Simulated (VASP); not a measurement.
Consider the following.

```xyz
4
Lattice="3.4946 0.0000 0.0000 -1.7473 3.0264 0.0000 0.0000 0.0000 7.0591" Properties=species:S:1:pos:R:3 pbc="T T T"
Y      0.0000     0.0000     0.0000
Y      0.0000     0.0000     3.5295
B      0.0000     2.0176     1.7648
B      1.7473     1.0088     5.2943
```

The numbers are results of PBEsol GGA, VASP's PBE PAW potentials (set 64) (plane waves; VASP 6.6.1), not measurements. Numerical set-up: 520 eV cut-off, 11×11×5 Γ-centred mesh, tetrahedra with Blöchl corrections, potentials Y_sv B.

The cores are frozen, which limits the accuracy of field gradients.

Q: Give the principal components of the electric field gradient (V/Å²) and the asymmetry η at each nucleus.

A: 
| atom | Vxx | Vyy | Vzz | η |
|---|---|---|---|---|
| Y1 | -3.1 | -3.1 | 6.2 | 0.00 |
| Y2 | -3.1 | -3.1 | 6.2 | 0.00 |
| B3 | 11.5 | 11.5 | -23.1 | 0.00 |
| B4 | 11.5 | 11.5 | -23.1 | 0.00 |

The structure was generated: YB was put into the NiAs type type (P6_3/mmc), which need not be its known phase. It was relaxed first, which changed the volume by -25 %.
